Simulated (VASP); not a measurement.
Method: r2SCAN+rVV10, VASP's PBE PAW potentials (set 64) (plane waves; VASP).

VASP input:

### KPOINTS
```
Automatic mesh
0
Gamma
9 9 9
0 0 0
```

INCAR:
```
# general
SYSTEM   = NaF
PREC     = Accurate
ENCUT    = 520
LREAL    = .FALSE.   # projection in real space or not
LASPH    = .TRUE.   # aspherical one-centre terms

# electronic loop
EDIFF    = 1E-6   # SCF stop (eV)
NELM     = 100   # most electronic steps
ALGO     = Normal   # blocked Davidson
LMIXTAU  = .TRUE.

# smearing
ISMEAR   = 0
SIGMA    = 0.05

# functional
METAGGA  = R2SCAN
LUSE_VDW = .TRUE.
BPARAM   = 11.95
CPARAM   = 0.0093

# ions
IBRION   = 2
NSW      = 60   # most ionic steps
ISIF     = 3   # ions, shape and volume
EDIFFG   = -0.01   # ionic stop

# output
LWAVE    = .FALSE.
LCHARG   = .FALSE.
```

**POSCAR**
```
NaF
1
    0.0000000000     2.3170000000     2.3170000000
    2.3170000000     0.0000000000     2.3170000000
    2.3170000000     2.3170000000     0.0000000000
Na F
1 1
Direct
  0.0000000000   0.0000000000   0.0000000000
  0.5000000000   0.5000000000   0.5000000000
```

POTCAR, in this order: Na_pv F (PBE.64 set). Program: vasp_std.

The resulting files:

OSZICAR:
```
       N       E                     dE             d eps       ncg     rms          rms(c)
DAV:   1     0.104245057588E+03    0.10425E+03   -0.86343E+03   790   0.160E+03
DAV:   2    -0.957439553099E+01   -0.11382E+03   -0.10542E+03   818   0.369E+02
DAV:   3    -0.155227067769E+02   -0.59483E+01   -0.59326E+01   881   0.878E+01
DAV:   4    -0.155843621094E+02   -0.61655E-01   -0.61649E-01   836   0.932E+00
DAV:   5    -0.155851180840E+02   -0.75597E-03   -0.75595E-03   902   0.105E+00    0.473E+00
DAV:   6    -0.121989704296E+02    0.33861E+01   -0.15481E+00  1011   0.176E+01    0.155E+00
DAV:   7    -0.120621471903E+02    0.13682E+00   -0.93706E-01   770   0.134E+01    0.162E+00
DAV:   8    -0.125343799448E+02   -0.47223E+00   -0.38616E-01   770   0.957E+00    0.602E-01
DAV:   9    -0.117757819438E+02    0.75860E+00   -0.19336E-01   770   0.496E+00    0.903E-01
DAV:  10    -0.121141875316E+02   -0.33841E+00   -0.28712E-01   770   0.624E+00    0.305E-01
DAV:  11    -0.121057077293E+02    0.84798E-02   -0.62719E-03   887   0.922E-01    0.328E-01
DAV:  12    -0.120771757207E+02    0.28532E-01   -0.88105E-03   770   0.168E+00    0.103E-01
DAV:  13    -0.120781946363E+02   -0.10189E-02   -0.95883E-04   872   0.389E-01    0.362E-02
DAV:  14    -0.120799267377E+02   -0.17321E-02   -0.43327E-04   770   0.337E-01    0.329E-02
DAV:  15    -0.120798631743E+02    0.63563E-04   -0.19840E-04   782   0.175E-01    0.744E-03
DAV:  16    -0.120799526629E+02   -0.89489E-04   -0.74626E-05   788   0.124E-01    0.160E-02
DAV:  17    -0.120799451431E+02    0.75198E-05   -0.26581E-05   842   0.643E-02    0.184E-03
DAV:  18    -0.120799440694E+02    0.10737E-05   -0.52929E-06   770   0.320E-02    0.339E-03
DAV:  19    -0.120799417401E+02    0.23293E-05   -0.22362E-06   782   0.244E-02    0.807E-04
DAV:  20    -0.120799408341E+02    0.90598E-06   -0.15972E-07   490   0.569E-03
   1 F= -.12079941E+02 E0= -.12079941E+02  d E =-.120799E+02
       N       E                     dE             d eps       ncg     rms          rms(c)
DAV:   1    -0.122102661545E+02   -0.13032E+00   -0.24183E+00   896   0.267E+01    0.268E+00
DAV:   2    -0.120990846112E+02    0.11118E+00   -0.37500E-01   779   0.676E+00    0.769E-01
DAV:   3    -0.120915835023E+02    0.75011E-02   -0.15991E-02   788   0.267E+00    0.372E-01
DAV:   4    -0.120821811363E+02    0.94024E-02   -0.54710E-03   770   0.211E+00    0.649E-02
DAV:   5    -0.120898635717E+02   -0.76824E-02   -0.27967E-03   770   0.815E-01    0.151E-02
DAV:   6    -0.120906079244E+02   -0.74435E-03   -0.24250E-04   770   0.280E-01    0.941E-03
DAV:   7    -0.120906475882E+02   -0.39664E-04   -0.45404E-05   782   0.110E-01    0.676E-03
DAV:   8    -0.120906486135E+02   -0.10254E-05   -0.44836E-05   770   0.883E-02    0.344E-03
DAV:   9    -0.120906789304E+02   -0.30317E-04   -0.14457E-05   770   0.560E-02    0.111E-03
DAV:  10    -0.120906844808E+02   -0.55504E-05   -0.13215E-06   812   0.203E-02    0.498E-04
DAV:  11    -0.120906852806E+02   -0.79978E-06   -0.91271E-08   433   0.478E-03
   2 F= -.12090685E+02 E0= -.12090685E+02  d E =-.107444E-01
       N       E                     dE             d eps       ncg     rms          rms(c)
DAV:   1    -0.121237413094E+02   -0.33057E-01   -0.62274E-01   893   0.137E+01    0.135E+00
DAV:   2    -0.120957522348E+02    0.27989E-01   -0.94872E-02   779   0.338E+00    0.388E-01
DAV:   3    -0.120936989911E+02    0.20532E-02   -0.38808E-03   788   0.135E+00    0.187E-01
DAV:   4    -0.120916219320E+02    0.20771E-02   -0.13190E-03   770   0.105E+00    0.311E-02
DAV:   5    -0.120931888222E+02   -0.15669E-02   -0.66552E-04   770   0.398E-01    0.655E-03
DAV:   6    -0.120933501672E+02   -0.16135E-03   -0.53284E-05   770   0.130E-01    0.411E-03
DAV:   7    -0.120933693071E+02   -0.19140E-04   -0.97296E-06   782   0.518E-02    0.296E-03
DAV:   8    -0.120933724587E+02   -0.31515E-05   -0.68111E-06   770   0.348E-02    0.121E-03
DAV:   9    -0.120933819255E+02   -0.94669E-05   -0.18822E-06   770   0.216E-02    0.559E-04
DAV:  10    -0.120933832581E+02   -0.13325E-05   -0.33948E-07   794   0.107E-02    0.191E-04
DAV:  11    -0.120933834998E+02   -0.24170E-06   -0.11809E-08   388   0.179E-03
   3 F= -.12093383E+02 E0= -.12093383E+02  d E =-.134427E-01
       N       E                     dE             d eps       ncg     rms          rms(c)
DAV:   1    -0.122154906961E+02   -0.12211E+00   -0.25049E+00   893   0.273E+01    0.272E+00
DAV:   2    -0.121016884559E+02    0.11380E+00   -0.37666E-01   779   0.676E+00    0.789E-01
DAV:   3    -0.120930843607E+02    0.86041E-02   -0.16022E-02   797   0.268E+00    0.379E-01
DAV:   4    -0.120849540087E+02    0.81304E-02   -0.50155E-03   770   0.207E+00    0.595E-02
DAV:   5    -0.120910981627E+02   -0.61442E-02   -0.24179E-03   770   0.759E-01    0.144E-02
DAV:   6    -0.120916472283E+02   -0.54907E-03   -0.20404E-04   770   0.260E-01    0.859E-03
DAV:   7    -0.120916894277E+02   -0.42199E-04   -0.36246E-05   782   0.992E-02    0.598E-03
DAV:   8    -0.120916963055E+02   -0.68779E-05   -0.29479E-05   770   0.723E-02    0.277E-03
DAV:   9    -0.120917193831E+02   -0.23078E-04   -0.93526E-06   770   0.469E-02    0.112E-03
DAV:  10    -0.120917240974E+02   -0.47142E-05   -0.12154E-06   800   0.197E-02    0.516E-04
DAV:  11    -0.120917247101E+02   -0.61276E-06   -0.57443E-08   415   0.403E-03
   4 F= -.12091725E+02 E0= -.12091725E+02  d E =-.117839E-01
       N       E                     dE             d eps       ncg     rms          rms(c)
DAV:   1    -0.121600931518E+02   -0.68369E-01   -0.13768E+00   896   0.208E+01    0.198E+00
DAV:   2    -0.120985423393E+02    0.61551E-01   -0.20302E-01   770   0.490E+00    0.567E-01
DAV:   3    -0.120948048257E+02    0.37375E-02   -0.77016E-03   782   0.206E+00    0.272E-01
DAV:   4    -0.120901301788E+02    0.46746E-02   -0.32296E-03   770   0.165E+00    0.464E-02
DAV:   5    -0.120936227309E+02   -0.34926E-02   -0.17324E-03   770   0.679E-01    0.862E-03
DAV:   6    -0.120939025400E+02   -0.27981E-03   -0.84046E-05   782   0.167E-01    0.520E-03
DAV:   7    -0.120938734723E+02    0.29068E-04   -0.21885E-05   770   0.811E-02    0.343E-03
DAV:   8    -0.120938837196E+02   -0.10247E-04   -0.66062E-06   776   0.351E-02    0.164E-03
DAV:   9    -0.120938677201E+02    0.16000E-04   -0.13958E-06   779   0.222E-02    0.136E-03
DAV:  10    -0.120938707882E+02   -0.30681E-05   -0.12153E-06   770   0.201E-02    0.198E-04
DAV:  11    -0.120938708626E+02   -0.74415E-07   -0.36070E-08   385   0.320E-03
   5 F= -.12093871E+02 E0= -.12093871E+02  d E =-.139300E-01
```

OUTCAR:
```
------------------------ aborting loop because EDIFF is reached ----------------------------------------
  FORCE on cell =-STRESS in cart. coord.  units (eV):
  Direction    XX          YY          ZZ          XY          YZ          ZX
  --------------------------------------------------------------------------------------
  Total        0.0045548      0.0045548      0.0045548      0.0000000     -0.0000000      0.0000000
  in kB        0.3098389      0.3098389      0.3098389      0.0000000     -0.0000000      0.0000000
  external PRESSURE =       0.3098389 kB  Pullay stress =       0.0000000 kB
  volume of cell :       23.55
      direct lattice vectors                 reciprocal lattice vectors
     0.000000000  2.275119626  2.275119626    -0.219768664  0.219768664  0.219768664
     2.275119626  0.000000000  2.275119626     0.219768664 -0.219768664  0.219768664
     2.275119626  2.275119626  0.000000000     0.219768664  0.219768664 -0.219768664
  FREE ENERGIE OF THE ION-ELECTRON SYSTEM (eV)
  ---------------------------------------------------
  free  energy   TOTEN  =       -12.0938708626 eV

  energy  without entropy=      -12.0938708626  energy(sigma->0) =      -12.09387086

 reached required accuracy - stopping structural energy minimisation
```
(Selected blocks of OUTCAR.)

### CONTCAR
```
NaF
   1.00000000000000
     0.0000000000000000    2.2751196259300941    2.2751196259300936
     2.2751196259300936    0.0000000000000000    2.2751196259300936
     2.2751196259300936    2.2751196259300941    0.0000000000000000
  Na              F
     1     1
Direct
     0.0000000000000000    0.0000000000000000    0.0000000000000000
     0.5000000000000000    0.5000000000000000    0.5000000000000000
```

Energy and stress use the plane-wave basis of the starting cell.

The structure comes from a measured NaF entry (Fm-3m) of the Crystallography Open Database, whose conditions weren't checked. This run relaxes it. Symmetry was kept, so distortions that lower it aren't found.
